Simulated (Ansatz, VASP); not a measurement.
# TaN: VASP beside Ansatz

One calculation is typed for both programs; each brings its own data sets. How far apart do they land? The cell is taken from a series of runs on this material, whose earlier steps may have relaxed, scaled, displaced or heated it; both programs get it as it stands.

Method: plane waves, with VASP 6.6.1 beside it; zone-centre phonons at PBEsol, in Ansatz 0.2.0.

### Step 1. Set-up

Symmetry: P-6m2, No. 187, hexagonal system. Conventional cell: a = 2.914 Å, b = 2.914 Å, c = 2.928 Å, α = 90.00°, β = 90.00°, γ = 120.00°. Nearest to N lie 6 Ta at 2.23 Å. Nearest to Ta lie 6 N at 2.23 Å. Farther neighbours and most contacts between anions are not listed.

### Step 2. Ansatz: zone-centre phonons, PBEsol

Ansatz runs on its PAW soft_1 files.

Second derivatives magnify differences that forces hide, and they need a tight electronic threshold.

Input file input.yaml:

```yaml
crystal:
  lattice:
    - [2.9138080325, 0.0, 0.0]
    - [-1.4569040163, 2.5234317779, 0.0]
    - [0.0, 0.0, 2.9280187862]
  atoms:
    - { symbol: "N", position: [0.6666666677, 0.3333333323, 0.0] }
    - { symbol: Ta, position: [-1.0e-09, 1.0e-09, 0.5] }
kpoints:
  mp_grid: { grid: [18, 18, 16] }
hamiltonian:
  xc: pbesol
  pseudopotentials: { kind: paw, azcp: { folder: soft_1 }, xc_functional: pbe }
scf:
  occupations: { method: methfessel_paxton, width: 0.2 }
output:
  eigenvalues: true
phonons:
  method: dfpt
```

Run with:

```sh
$ ansatz run input.yaml --threads 4 --pin off --max-ram 10240MiB --backend cpu --events-out ev --progress --plain --runs-dir out
```

Numbers of over 12 decimals in the logs are rounded to 6 here.

The log of the run:

```text
zone centre: on kpoints.mp_grid the ground state, and the responses unless they are solved on pairs of k-points, stand on 819 of the mesh's 5184 k-points, reduced under 4 symmetry operations, with k and −k counted as one. Each operation leaves every solved displacement unchanged or reverses it
Engine: ansatz 0.2.0, x86_64-unknown-linux-gnu
Pseudopotentials: kind: paw
Pseudopotential: N, paw, valence charge 5, recommended cutoff 420 eV (normal), soft_1/N.paw.azcp
Pseudopotential: Ta, paw, valence charge 13, recommended cutoff 420 eV (normal), soft_1/Ta.paw.azcp
Functional definition: PBEsol
  exchange = pbesol_x
  correlation = pbesol_c
Crystal: 2 atoms, lattice volume = 21.529 Å³
Basis set: ecut = 420 eV, 405 PW (Γ), exchange–correlation on 40×40×40 points (8 copies of the dense FFT grid, shifted against one another)
Bands: 13, of which v1, the nominal top of the filled ones, is band 9 counted from 1 (8 counted from 0)
Symmetry: 12 space group operations
k-points: 819 of 5184 (irreducible under 4 space group operations, time reversal used)
Non-local potential: N, projectors of the file, l = 0: 2, l = 1: 2, l = 2: 1
Non-local potential: Ta, projectors of the file, l = 0: 3, l = 1: 2, l = 2: 2, l = 3: 1
PAW form: soft (Blöchl's): semilocal exchange-correlation on the pseudo side does not see the compensation charge
PAW frozen core: N, regenerated for the run's functional, and the local potential with it (the file was generated under x = pbe(κ = 0.804, μ = 0.219515), c = pbe(β = 0.066725))
PAW frozen core: Ta, regenerated for the run's functional, and the local potential with it (the file was generated under x = pbe(κ = 0.804, μ = 0.219515), c = pbe(β = 0.066725))
PAW one-centre angular grid: N, 110 points (default); XC on 64 Gauss nodes
PAW one-centre angular grid: Ta, 590 points (default); XC on 64 Gauss nodes
Initial density: superposition of atomic densities (chi_scale 0.1, normalization cell, long waves kept (reshape's long-wave potential 0.00 eV rms))
Initial wavefunctions: pseudopotential atomic-orbital guess
Functional: x = pbesol(κ = 0.804, μ = 0.123457), c = pbesol(β = 0.046)
SCF iter   1: F=—  HF=-10188.570186 eV  |F-HF|=—  |Δ(HF+E_count)|=         —  Δρ=4.88e-2  dr2=2.92e-1  ethr=3.10e-3  ⟨swp⟩=5.0  Hψ=53084  notcnv=0
preconditioner: auto → none  [metal: Δε(μ)=0.060 eV  Ē_g=11.107 eV  σ=0.200 eV  W_gap=0.25  n_scr=8 (ndim 8)  ℏωp=25.3 eV  f_vac=0.000  D(μ)=0.06/eV (n_scr^D=0)  sad-step TF]
SCF iter   2: F=—  HF=-10188.556606 eV  |F-HF|=—  |Δ(HF+E_count)|=   1.36e-2  S|Δr|=    0.00e0  Δρ=3.05e-2  dr2=1.25e-1  ethr=1.62e-3  ⟨swp⟩=1.0  Hψ=17199  notcnv=0
SCF iter   3: F=—  HF=-10188.539349 eV  |F-HF|=—  |Δ(HF+E_count)|=   1.73e-2  S|Δr|=    0.00e0  Δρ=1.60e-3  dr2=2.55e-4  ethr=6.95e-4  ⟨swp⟩=2.8  Hψ=15681  notcnv=0
SCF iter   4: F=—  HF=-10188.539422 eV  |F-HF|=—  |Δ(HF+E_count)|=   7.30e-5  S|Δr|=    0.00e0  Δρ=3.85e-4  dr2=2.63e-5  ethr=1.42e-6  ⟨swp⟩=2.4  Hψ=16940  notcnv=0
SCF iter   5: F=—  HF=-10188.539417 eV  |F-HF|=—  |Δ(HF+E_count)|=   4.43e-6  S|Δr|=    0.00e0  Δρ=4.13e-5  dr2=2.31e-7  ethr=1.46e-7  ⟨swp⟩=2.0  Hψ=14154  notcnv=0
SCF iter   6: F=—  HF=-10188.539417 eV  |F-HF|=—  |Δ(HF+E_count)|=   3.10e-7  S|Δr|=    0.00e0  Δρ=8.04e-6  dr2=4.35e-9  ethr=1.28e-9  ⟨swp⟩=2.0  Hψ=17088  notcnv=0
SCF iter   7: F=—  HF=-10188.539417 eV  |F-HF|=—  |Δ(HF+E_count)|=  4.66e-10  S|Δr|=    0.00e0  Δρ=1.25e-6  dr2=7.67e-11  ethr=2.41e-11  ⟨swp⟩=3.0  Hψ=17911  notcnv=0
SCF iter   8: F=-10188.539417 eV  HF=-10188.539417 eV  |F-HF|=1.82e-12  |Δ(HF+E_count)|=  5.09e-11  S|Δr|=    0.00e0  Δρ=6.07e-8  dr2=3.91e-13  ethr=1.00e-12  ⟨swp⟩=5.9  Hψ=44731  notcnv=0
SCF 1 converged in 8 iterations: F = -10188.539417 eV  dr2 = 3.91e-13
  greatest PAW one-centre occupation: 0.999 electrons in one spin orbital (limit 2), on the Ta atom at site 1 (counted from 0), in its partial waves of l = 0
DFPT response loops at Γ: preconditioner auto → Kerker (q_TF=auto, 2.648 Å⁻¹) (partly filled bands, converged f_vac=0.000); β = 1.00, the filter's whole step (`scf.mixing.beta` (0.50) is not read by the response loops under this deck's `scf.mixing.preconditioner`; to damp them name `kerker` or `kerker_dos`, under which they read `scf.mixing.beta`, and type it under 1.00, their step now; both keys bind the ground state too); Broyden in place of MSR1
SCF converged after 8 iterations
Stability not checked: this state was not tested for a lower state beside it, because cold or Methfessel-Paxton smearing, or corrected tetrahedra, fill the levels in a way that the test cannot read (fill_not_monotonic; see scf.lower_state_search)
Free energy (F): -10188.539417 eV
Harris-Foulkes:  -10188.539417 eV  (|F-HF|=1.82e-12)
Internal energy: -10188.539692 eV  (E = F + TS)
E sigma→0 (E₀):  -10188.539486 eV
Entropy (-TS):   0.000275 eV (0.138 meV/atom)
Fermi energy:    19.936381 eV
--- Per-component energies (eV) ---
  E_band       = -55.906864
  E_kinetic    = 522.556198
  E_local      = -587.921981  (includes V_loc(G=0)·N_el)
  E_nonlocal   = 26.348707
  E_hartree    = 209.090563
  E_xc         = -378.816698
  E_vxc        = -309.934698  (∫ρ·V_xc dr)
  E_paw        = -8304.478313  (= ΣΔE_a)
  E_vpaw       = -125.137158  (= ΣTr[D̂ρ^β])
  E_aug_tail   = 0.000946  (compensation charges beyond the density's cutoff)
  E_ewald      = -1675.560925
  E_core_change = 0.241812  (= ΣΔE_core)
  E_smearing   = 0.000275  (= −TS)
  E_closure    = 0.000000  (closes the sum)
  Σ components = -10188.539417   (vs F -10188.539417, Δ=0.00e0)
--- Band table (eV; the first three rows and the last of 819) ---
  k-point 0: bands = [... 5 lower, 15.6026, 15.6026, 15.6854, 16.9177, 22.3775, 23.4429, 23.4429, 23.9400]
  k-point 1: bands = [... 5 lower, 15.3355, 15.6339, 15.6339, 17.2157, 22.5173, 22.8919, 22.8919, 24.3588]
  k-point 2: bands = [... 5 lower, 14.6174, 15.7240, 15.7240, 17.8201, 22.1284, 22.1284, 22.8995, 24.7222]
  k-point 818: bands = [... 5 lower, 12.4751, 13.1845, 15.8308, 18.8640, 24.1546, 24.8299, 26.0666, 27.0977]
--- Phonons (Γ-DFPT): 4 representative perturbations + reference, on 819 of 5184 k-points (Σ response iterations 12) ---
  k mesh reduced under 4 symmetry operations, with k and −k counted as one. Each operation leaves every solved displacement unchanged or reverses it
  ASR residual: 4.046e-5 → 0.000e0 eV/Å²; symmetrization residual: 2.655e-7 eV/Å²
  ASR residual per site (eV/Å²): 2.02e-5 4.05e-5
  Γ frequencies (cm⁻¹): 0.00 0.00 0.00 514.03 514.03 520.38
  non-analytic LO–TO correction: not included (Born effective charges unavailable; polar crystals: no LO–TO splitting at Γ)
```

Reading the cycles: dr2 is the Hartree energy of the density residual (eV), the measure of convergence; HF is the Harris–Foulkes estimate of the energy, which meets the free energy F at convergence.

(Part 1 of 2 ends here.)

[Lines on the potential files, build, host, timing and source positions are cut from VASP's logs without a mark.]

[Logs are printed without paths, hosts, clocks, repeated set-up lines and the standing remarks that a program may print on its own settings, such as how far it seeks lower states.]

[Hosts, paths, dates, database ids (printed as entryN), source tags and the programs' standing remarks are cut or masked in the printed files.]
